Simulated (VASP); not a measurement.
# NbTe (P-6m2) in VASP: notebook

The runs below take NbTe through single point, with PBE.

Everything below comes from runs of VASP 6.6.1. Logs are shortened: lines on timing, memory, paths and dates and some standing lists are left out, and cuts for length are marked.

## 1. The crystal as given

The structure is hexagonal, space group P-6m2 (No. 187). Conventional cell: a = 3.703 Å, b = 3.703 Å, c = 3.694 Å, α = 90.00°, β = 90.00°, γ = 120.00°. Te (site symmetry -6m2) is surrounded by 6 Nb at 2.83 Å. Nb (site symmetry -6m2) is surrounded by 6 Te at 2.83 Å.

The cell comes from a database or a generator and needn't be the stable form of this composition.

## 2. Single point, PBE

Input file INCAR:

```
  PREC = Accurate
  ENCUT = 460
  EDIFF = 0.001
  ISMEAR = 0
  SIGMA = 0.05
  LREAL = False
  LASPH = True
  NELM = 100
  ALGO = Normal
  ISIF = 2
  LWAVE = False
  LCHARG = False
  GGA = PE
  NBANDS = 16
  ADDGRID = False
```

Input file KPOINTS:

```
regular mesh
0
Gamma
  7 7 6
```

Input file POSCAR:

```
NbTe
1.0
    3.7029743866      0.0000000000      0.0000000000
   -1.8514871933      3.2068698884      0.0000000000
    0.0000000000      0.0000000000      3.6942110000
Te Nb
1 1
Direct
    0.6666666667      0.3333333333      0.0000000000
    0.0000000000      0.0000000000      0.5000000000
```

Potentials or basis: VASP PAW PBE potentials, release 64 (Te, Nb_pv).

Run with:

```
cat potpaw_PBE.64/Te/POTCAR potpaw_PBE.64/Nb_pv/POTCAR > POTCAR
mpirun -np 1 vasp_std > vasp.out
```

OUTCAR:

```text
PREC = Accurate
   ENCUT = 460
   EDIFF = 0.001
   ISMEAR = 0
   LREAL = False
   LASPH = True
   NELM = 100
   ISIF = 2
   GGA = PE

 Found     32 irreducible k-points:

 Following reciprocal coordinates:
            Coordinates               Weight
  0.000000  0.000000  0.000000      1.000000
  0.142857 -0.000000  0.000000      6.000000
  0.285714 -0.000000  0.000000      6.000000
  0.428571  0.000000  0.000000      6.000000
  0.142857  0.142857  0.000000      6.000000
  0.285714  0.142857  0.000000     12.000000
   k-points           NKPTS =     32   k-points in BZ     NKDIM =     32   number of bands    NBANDS=     16
   number of dos      NEDOS =    301   number of ions     NIONS =      2
   total plane-waves  NPLWV =  21952
   dimension x,y,z NGX =    28 NGY =   28 NGZ =   28
   dimension x,y,z NGXF=    56 NGYF=   56 NGZF=   56
   ions per type =               1   1
   NGX,Y,Z   is equivalent  to a cutoff of  12.57, 12.57, 12.60 a.u.
   NGXF,Y,Z  is equivalent  to a cutoff of  25.14, 25.14, 25.20 a.u.
 SYSTEM =  unknown system
   PREC   = accura    normal or accurate (medium, high low for compatibility)
   ISTART =      0    job   : 0-new  1-cont  2-samecut
   ICHARG =      2    charge: 1-file 2-atom 10-const
   ISPIN  =      1    spin polarized calculation?
   LNONCOLLINEAR =      F non collinear calculations
   LSORBIT =      F    spin-orbit coupling
   LASPH  =      T    aspherical Exc in radial PAW
   ENCUT  =  460.0 eV  33.81 Ry    5.81 a.u.   6.48  6.48  6.46*2*pi/ulx,y,z
   NELM   =    100;   NELMIN=  2; NELMDL= -5     # of ELM steps
   EDIFF  = 0.1E-02   stopping-criterion for ELM
   LREAL  =      F    real-space projection
   EDIFFG = 0.1E-01   stopping-criterion for IOM
   NSW    =      0    number of steps for IOM
   IBRION =     -1    ionic relax: 0-MD 1-quasi-New 2-CG
[... 14 lines left out ...]
     AMIX     =   0.40;   BMIX     =  1.00
     AMIX_MAG =   1.60;   BMIX_MAG =  1.00
  volume/ion in A,a.u.               =      21.93       148.02
  Fermi-wavevector in a.u.,A,eV,Ry     =   1.193548  2.255479 19.382272  1.424557
  Thomas-Fermi vector in A             =   2.329560
   LORBIT       =      0    0 simple, 1 ext, 2 COOP (PROOUT), +10 PAW based schemes
   GGA     = PE    functional components
[... 5 lines left out ...]
 non-spin polarized calculation
 Gauss-broadening in eV      SIGMA  =   0.05
  energy-cutoff  :      460.00
  volume of cell :       43.87
 maximum number of plane-waves:      1009
 NGX is ok and might be reduce to    28
   NGX = 13   NGY = 13   NGZ = 13

 number of electron      17.0000003 magnetization

 Free energy of the ion-electron system (eV)
  ---------------------------------------------------
  ext. energy  EPLUGINS =         0.00000000
  ---------------------------------------------------
  free energy    TOTEN  =       -13.51096978 eV

  energy without entropy =      -13.50924102  energy(sigma->0) =      -13.51010540

 E-fermi :   8.3796     XC(G=0): -11.2468

 val. band max:        8.3571885510   @ k =   0.2857  -0.0000   0.0000
 cond. band min:       8.4085151894   @ k =   0.2857  -0.0000   0.3333
 fundamental gap:      0.0513266384
 Fermi energy:         8.3795943105

 k-point     1 :       0.0000    0.0000    0.0000
  band No.  band energies     occupation
      1     -23.3765      2.00000
      2     -23.1722      2.00000
      3     -23.1722      2.00000
      4      -5.8133      2.00000
      5       5.2942      2.00000
      6       5.2942      2.00000
[... 8 lines left out ...]
     15      15.5022      0.00000
     16      15.5022      0.00000

 k-point     2 :       0.1429   -0.0000    0.0000
  band No.  band energies     occupation
      1     -23.3723      2.00000
      2     -23.1975      2.00000
      3     -23.1782      2.00000
      4      -5.5680      2.00000
      5       4.3187      2.00000
      6       5.4158      2.00000
[... 8 lines left out ...]
     15      16.4776      0.00000
     16      16.5178      0.00000

 k-point     3 :       0.2857   -0.0000    0.0000
  band No.  band energies     occupation
      1     -23.3630      2.00000
      2     -23.2535      2.00000
      3     -23.1915      2.00000
      4      -4.9262      2.00000
      5       2.7020      2.00000
      6       5.0193      2.00000
[... 8 lines left out ...]
     15      17.0135      0.00000
     16      17.4121      0.00000

 k-point     4 :       0.4286    0.0000    0.0000
  band No.  band energies     occupation
      1     -23.3554      2.00000
      2     -23.2979      2.00000
      3     -23.2022      2.00000
      4      -4.2573      2.00000
      5       1.4437      2.00000
      6       4.6625      2.00000
[... 8 lines left out ...]
     15      17.1666      0.00000
     16      18.8470      0.00000

 k-point     5 :       0.1429    0.1429    0.0000
  band No.  band energies     occupation
      1     -23.3656      2.00000
      2     -23.2346      2.00000
      3     -23.1913      2.00000
      4      -5.1216      2.00000
      5       3.2472      2.00000
      6       5.1828      2.00000
[... 8 lines left out ...]
     15      16.9569      0.00000
     16      17.6263      0.00000

 k-point     6 :       0.2857    0.1429    0.0000
  band No.  band energies     occupation
      1     -23.3571      2.00000
      2     -23.2778      2.00000
      3     -23.2102      2.00000
      4      -4.4382      2.00000
      5       2.0313      2.00000
      6       4.6574      2.00000
[... 8 lines left out ...]
     15      16.9951      0.00000
     16      17.3933      0.00000

 [... further k-points ...]

------------------------ aborting loop because EDIFF is reached ----------------------------------------

  FORCE on cell =-STRESS in cart. coord.  units (eV):
  Direction    XX          YY          ZZ          XY          YZ          ZX
  --------------------------------------------------------------------------------------
  -------------------------------------------------------------------------------------
  Total        0.0121048      0.0121048      0.1660813      0.0000000     -0.0000000     -0.0000000
  in kB        0.4420929      0.4420929      6.0656549      0.0000000     -0.0000000     -0.0000000
  external PRESSURE =       2.3166135 kB  Pullay stress =       0.0000000 kB

 VOLUME and BASIS-vectors are now :
 -----------------------------------------------------------------------------
  energy-cutoff  :      460.00
  volume of cell :       43.87
      direct lattice vectors                 reciprocal lattice vectors
     3.702974387  0.000000000  0.000000000     0.270053178  0.155915275  0.000000000
    -1.851487193  3.206869888  0.000000000     0.000000000  0.311830550  0.000000000
     0.000000000  0.000000000  3.694211000     0.000000000  0.000000000  0.270693796

 POSITION                                       TOTAL-FORCE (eV/Angst)
 -----------------------------------------------------------------------------------
      1.85149      1.06896      0.00000         0.000000      0.000000      0.000000
      0.00000      0.00000      1.84711        -0.000000      0.000000      0.000000
 -----------------------------------------------------------------------------------
    total drift:                               -0.000000      0.000000     -0.000000

  FREE ENERGIE OF THE ION-ELECTRON SYSTEM (eV)
  ---------------------------------------------------
  free  energy   TOTEN  =       -13.5109697850 eV

  energy  without entropy=      -13.5092410214  energy(sigma->0) =      -13.51010540
```

OSZICAR:

```text
N       E                     dE             d eps       ncg     rms          rms(c)
DAV:   1     0.109253381317E+03    0.10925E+03   -0.71409E+03  1032   0.885E+02
DAV:   2    -0.829725173204E+01   -0.11755E+03   -0.11074E+03  1144   0.306E+02
DAV:   3    -0.137645216026E+02   -0.54673E+01   -0.52094E+01  1384   0.565E+01
DAV:   4    -0.139351893324E+02   -0.17067E+00   -0.17053E+00  1224   0.998E+00
DAV:   5    -0.139417501359E+02   -0.65608E-02   -0.65606E-02  1560   0.194E+00    0.152E+01
DAV:   6    -0.135438106305E+02    0.39794E+00   -0.79483E-01  1616   0.113E+01    0.616E+00
DAV:   7    -0.135154201230E+02    0.28391E-01   -0.61470E-02  1112   0.165E+00    0.290E+00
DAV:   8    -0.135112885025E+02    0.41316E-02   -0.16547E-02  1624   0.976E-01    0.277E-01
DAV:   9    -0.135109697850E+02    0.31872E-03   -0.85225E-04   800   0.216E-01
   1 F= -.13510970E+02 E0= -.13510105E+02  d E =-.172876E-02
```

stdout:

```text
POSCAR found type information on POSCAR TeNb
 POSCAR found :  2 types and       2 ions
 scaLAPACK will be used
 LDA part: xc-table for (Slater+PW92), standard interpolation
 POSCAR, INCAR and KPOINTS ok, starting setup
 FFT: planning ... GRIDC
 FFT: planning ... GRID_SOFT
 FFT: planning ... GRID
 WAVECAR not read
 entering main loop
```

Wall time 11 s (1 thread of Intel Xeon Platinum 8488C (Sapphire Rapids), shared host); peak memory 0.16 GiB.

The run converged, but some of its settings lie outside the range that counts as converged, so its numbers aren't taken as properties of the crystal.

Results:

- Free energy: -13.5110 eV
- Pressure: 0.2 GPa
- Band gap on the k mesh: none (metal or under the smearing width)

## 3. Single point, PBE

Changes to INCAR since step 2:

```diff
@@ -2,3 +2,3 @@
   ENCUT = 460
-  EDIFF = 0.001
+  EDIFF = 1E-4
   ISMEAR = 0
```

KPOINTS is that of step 2.

POSCAR is that of step 2.

Potentials or basis: VASP PAW PBE potentials, release 64 (Te, Nb_pv).

Run with:

```
cat potpaw_PBE.64/Te/POTCAR potpaw_PBE.64/Nb_pv/POTCAR > POTCAR
mpirun -np 1 vasp_std > vasp.out
```

Wall time 12 s (1 thread of Intel Xeon Platinum 8488C (Sapphire Rapids), shared host); peak memory 0.16 GiB.

These settings aren't checked as converged: the numbers below hold their error.

What came out:

- Free energy: -13.5110 eV
- Pressure: -0.1 GPa
- Band gap on the k mesh: none (metal or under the smearing width)
